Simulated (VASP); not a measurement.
OSZICAR of a VASP run on Cu (fcc):

### OSZICAR
```
...
DAV:   8    -0.372487433781E+01   -0.27661E-06   -0.22776E-08  3002   0.444E-03    0.383E-05
DAV:   9    -0.372487426333E+01    0.74479E-07   -0.55310E-09  2803   0.142E-03
   4 F= -.37248743E+01 E0= -.37247816E+01  d E =-.278084E-03
       N       E                     dE             d eps       ncg     rms          rms(c)
DAV:   1    -0.397801425381E+01   -0.25314E+00   -0.49672E+00  5651   0.519E+01    0.419E+00
DAV:   2    -0.382018921974E+01    0.15783E+00   -0.36517E+00  5510   0.437E+01    0.188E+00
DAV:   3    -0.373563682723E+01    0.84552E-01   -0.60289E-01  5514   0.182E+01    0.813E-01
DAV:   4    -0.372384746700E+01    0.11789E-01   -0.12830E-02  7130   0.297E+00    0.587E-02
DAV:   5    -0.372384398013E+01    0.34869E-05   -0.47702E-04  5924   0.467E-01    0.248E-02
DAV:   6    -0.372384659189E+01   -0.26118E-05   -0.18886E-05  6080   0.125E-01    0.221E-03
DAV:   7    -0.372384644530E+01    0.14659E-06   -0.24533E-07  4882   0.176E-02    0.778E-04
DAV:   8    -0.372384641181E+01    0.33492E-07   -0.51714E-08  3013   0.816E-03
   5 F= -.37238464E+01 E0= -.37237546E+01  d E =-.275395E-03
       N       E                     dE             d eps       ncg     rms          rms(c)
DAV:   1    -0.394804383530E+01   -0.22420E+00   -0.48670E+00  5591   0.562E+01    0.381E+00
DAV:   2    -0.379750915058E+01    0.15053E+00   -0.31044E+00  5557   0.397E+01    0.155E+00
DAV:   3    -0.373293835486E+01    0.64571E-01   -0.52810E-01  5500   0.170E+01    0.652E-01
DAV:   4    -0.372495973758E+01    0.79786E-02   -0.16731E-02  7801   0.263E+00    0.831E-02
DAV:   5    -0.372487596015E+01    0.83777E-04   -0.68977E-04  5740   0.587E-01    0.186E-02
DAV:   6    -0.372487428814E+01    0.16720E-05   -0.10470E-05  7348   0.793E-02    0.113E-03
DAV:   7    -0.372487440392E+01   -0.11577E-06   -0.15917E-07  3816   0.937E-03    0.446E-04
DAV:   8    -0.372487428643E+01    0.11748E-06   -0.19893E-08  2958   0.407E-03    0.378E-05
DAV:   9    -0.372487427965E+01    0.67853E-08   -0.47087E-09  2828   0.134E-03
   6 F= -.37248743E+01 E0= -.37247816E+01  d E =-.278095E-03
       N       E                     dE             d eps       ncg     rms          rms(c)
DAV:   1    -0.397821080279E+01   -0.25334E+00   -0.47260E+00  5613   0.513E+01    0.419E+00
DAV:   2    -0.382024837244E+01    0.15796E+00   -0.36531E+00  5517   0.438E+01    0.188E+00
DAV:   3    -0.373560423457E+01    0.84644E-01   -0.60329E-01  5481   0.182E+01    0.812E-01
DAV:   4    -0.372384717483E+01    0.11757E-01   -0.12827E-02  7030   0.297E+00    0.596E-02
DAV:   5    -0.372384352366E+01    0.36512E-05   -0.49593E-04  5952   0.475E-01    0.249E-02
DAV:   6    -0.372384652702E+01   -0.30034E-05   -0.19053E-05  5951   0.126E-01    0.223E-03
DAV:   7    -0.372384641798E+01    0.10905E-06   -0.25631E-07  4869   0.176E-02    0.787E-04
DAV:   8    -0.372384638227E+01    0.35705E-07   -0.53078E-08  2981   0.824E-03
   7 F= -.37238464E+01 E0= -.37237546E+01  d E =-.275387E-03
       N       E                     dE             d eps       ncg     rms          rms(c)
DAV:   1    -0.379883709317E+01   -0.74991E-01   -0.16769E+00 18231   0.295E+01    0.215E+00
DAV:   2    -0.375050153478E+01    0.48336E-01   -0.84551E-01 17571   0.209E+01    0.965E-01
DAV:   3    -0.373004005667E+01    0.20461E-01   -0.14968E-01 17269   0.909E+00    0.493E-01
DAV:   4    -0.372551895930E+01    0.45211E-02   -0.70450E-03 22805   0.214E+00    0.263E-02
DAV:   5    -0.372552915375E+01   -0.10194E-04   -0.99360E-05 17699   0.179E-01    0.156E-02
DAV:   6    -0.372553150364E+01   -0.23499E-05   -0.46621E-06 20621   0.507E-02    0.126E-03
DAV:   7    -0.372553153852E+01   -0.34880E-07   -0.71940E-08 11857   0.928E-03
   8 F= -.37255315E+01 E0= -.37255436E+01  d E =0.363333E-04
       N       E                     dE             d eps       ncg     rms          rms(c)
DAV:   1    -0.376011414333E+01   -0.34583E-01   -0.61109E-01 19049   0.102E+01    0.126E+00
DAV:   2    -0.373651795608E+01    0.23596E-01   -0.10319E-02 21317   0.281E+00    0.724E-01
DAV:   3    -0.372551248409E+01    0.11005E-01   -0.14380E-02 21241   0.335E+00    0.480E-02
DAV:   4    -0.372552731769E+01   -0.14834E-04   -0.41676E-04 17972   0.361E-01    0.305E-02
DAV:   5    -0.372553107856E+01   -0.37609E-05   -0.10893E-05 18604   0.129E-01    0.105E-02
DAV:   6    -0.372553122141E+01   -0.14285E-06   -0.14318E-06 18875   0.162E-02    0.393E-04
DAV:   7    -0.372553117142E+01    0.49987E-07   -0.72136E-08  9878   0.124E-02
   9 F= -.37255312E+01 E0= -.37255433E+01  d E =0.363202E-04
       N       E                     dE             d eps       ncg     rms          rms(c)
DAV:   1    -0.372177074292E+01    0.37605E-02   -0.57081E-01 18958   0.995E+00    0.844E-01
DAV:   2    -0.371863162163E+01    0.31391E-02   -0.61247E-03 21870   0.200E+00    0.503E-01
DAV:   3    -0.372398466281E+01   -0.53530E-02   -0.79144E-03 22297   0.253E+00    0.822E-02
DAV:   4    -0.372464153189E+01   -0.65687E-03   -0.90459E-04 18796   0.642E-01    0.304E-02
DAV:   5    -0.372543449046E+01   -0.79296E-03   -0.39349E-05 18778   0.216E-01    0.470E-03
DAV:   6    -0.372553228877E+01   -0.97798E-04   -0.18602E-06 22169   0.349E-02    0.105E-03
DAV:   7    -0.372553177827E+01    0.51050E-06   -0.67806E-08 10582   0.118E-02    0.159E-04
DAV:   8    -0.372553182424E+01   -0.45971E-07   -0.72153E-09  8720   0.206E-03
  10 F= -.37255318E+01 E0= -.37255439E+01  d E =0.363389E-04
       N       E                     dE             d eps       ncg     rms          rms(c)
DAV:   1    -0.376011155532E+01   -0.34580E-01   -0.62149E-01 19414   0.104E+01    0.126E+00
DAV:   2    -0.373651418477E+01    0.23597E-01   -0.10236E-02 20995   0.282E+00    0.724E-01
DAV:   3    -0.372551432500E+01    0.11000E-01   -0.14424E-02 21135   0.335E+00    0.488E-02
DAV:   4    -0.372552693456E+01   -0.12610E-04   -0.42665E-04 18065   0.368E-01    0.306E-02
DAV:   5    -0.372553132506E+01   -0.43905E-05   -0.10862E-05 18390   0.132E-01    0.107E-02
DAV:   6    -0.372553179491E+01   -0.46985E-06   -0.15215E-06 19004   0.171E-02    0.409E-04
DAV:   7    -0.372553170439E+01    0.90517E-07   -0.71958E-08 10008   0.124E-02
  11 F= -.37255317E+01 E0= -.37255438E+01  d E =0.363143E-04
       N       E                     dE             d eps       ncg     rms          rms(c)
DAV:   1    -0.374362664503E+01   -0.18095E-01   -0.54121E-01 20105   0.996E+00    0.838E-01
DAV:   2    -0.373247149647E+01    0.11155E-01   -0.47213E-03 21709   0.191E+00    0.501E-01
DAV:   3    -0.372560024427E+01    0.68713E-02   -0.69688E-03 20591   0.258E+00    0.353E-02
DAV:   4    -0.372557275113E+01    0.27493E-04   -0.21838E-04 18063   0.248E-01    0.186E-02
DAV:   5    -0.372553561978E+01    0.37131E-04   -0.25344E-05 21395   0.126E-01    0.380E-03
DAV:   6    -0.372553137427E+01    0.42455E-05   -0.14261E-06 23156   0.328E-02    0.118E-03
DAV:   7    -0.372553208056E+01   -0.70629E-06   -0.28960E-08 10183   0.615E-03    0.125E-04
DAV:   8    -0.372553212624E+01   -0.45676E-07   -0.48446E-09  8645   0.164E-03
  12 F= -.37255321E+01 E0= -.37255442E+01  d E =0.363360E-04
       N       E                     dE             d eps       ncg     rms          rms(c)
DAV:   1    -0.376011241960E+01   -0.34580E-01   -0.62835E-01 19802   0.104E+01    0.126E+00
DAV:   2    -0.373651372550E+01    0.23599E-01   -0.10199E-02 20959   0.281E+00    0.724E-01
DAV:   3    -0.372551102425E+01    0.11003E-01   -0.14410E-02 21145   0.335E+00    0.471E-02
DAV:   4    -0.372552705941E+01   -0.16035E-04   -0.41344E-04 17997   0.356E-01    0.304E-02
DAV:   5    -0.372553131033E+01   -0.42509E-05   -0.11300E-05 18497   0.131E-01    0.106E-02
DAV:   6    -0.372553176491E+01   -0.45458E-06   -0.14967E-06 19082   0.169E-02    0.388E-04
DAV:   7    -0.372553167867E+01    0.86241E-07   -0.70402E-08  9884   0.122E-02
  13 F= -.37255317E+01 E0= -.37255438E+01  d E =0.363129E-04
       N       E                     dE             d eps       ncg     rms          rms(c)
DAV:   1    -0.372128246134E+01    0.42493E-02   -0.15338E+00  2487   0.130E+01    0.567E-01
DAV:   2    -0.372179926981E+01   -0.51681E-03   -0.14949E-02  3093   0.201E+00    0.349E-01
DAV:   3    -0.372588606841E+01   -0.40868E-02   -0.49833E-03  2989   0.182E+00    0.135E-02
DAV:   4    -0.372594049715E+01   -0.54429E-04   -0.92102E-05  2440   0.144E-01    0.671E-03
DAV:   5    -0.372594426060E+01   -0.37634E-05   -0.39218E-06  2842   0.440E-02    0.282E-03
DAV:   6    -0.372595454013E+01   -0.10280E-04   -0.11736E-07  1659   0.711E-03    0.140E-04
DAV:   7    -0.372595507624E+01   -0.53611E-06   -0.98343E-09  1305   0.180E-03    0.103E-04
DAV:   8    -0.372595536138E+01   -0.28513E-06   -0.54529E-09  1218   0.182E-03    0.709E-05
DAV:   9    -0.372595536947E+01   -0.80970E-08   -0.12484E-09  1194   0.861E-04
  14 F= -.37259554E+01 E0= -.37259476E+01  d E =-.233533E-04
       N       E                     dE             d eps       ncg     rms          rms(c)
DAV:   1    -0.372283952250E+01    0.31158E-02   -0.50143E+00  2281   0.226E+01    0.151E-01
DAV:   2    -0.372649118149E+01   -0.36517E-02   -0.42502E-02  2367   0.289E+00    0.106E-01
DAV:   3    -0.372620745741E+01    0.28372E-03   -0.15003E-03  2757   0.744E-01    0.650E-02
DAV:   4    -0.372596839078E+01    0.23907E-03   -0.48523E-04  2271   0.211E-01    0.270E-02
DAV:   5    -0.372595533880E+01    0.13052E-04   -0.12497E-04  2487   0.254E-01    0.394E-03
DAV:   6    -0.372595535326E+01   -0.14455E-07   -0.11476E-06  2991   0.231E-02    0.110E-03
DAV:   7    -0.372595536656E+01   -0.13303E-07   -0.83984E-08  1365   0.663E-03
  15 F= -.37259554E+01 E0= -.37259476E+01  d E =-.234433E-04
```

Which electronic solver shows in the log?

It is blocked Davidson (ALGO = Normal, or the opening steps of other solvers). The INCAR had ALGO = Normal.

Can the final energy be trusted as converged?

The calculation finished and met its thresholds. It stopped with EDIFF = 1E-7, NELM = 100 (PBE GGA, plane waves, VASP's PBE PAW potentials (set 64)).

The compound is Cu in the fcc structure. It was relaxed first.
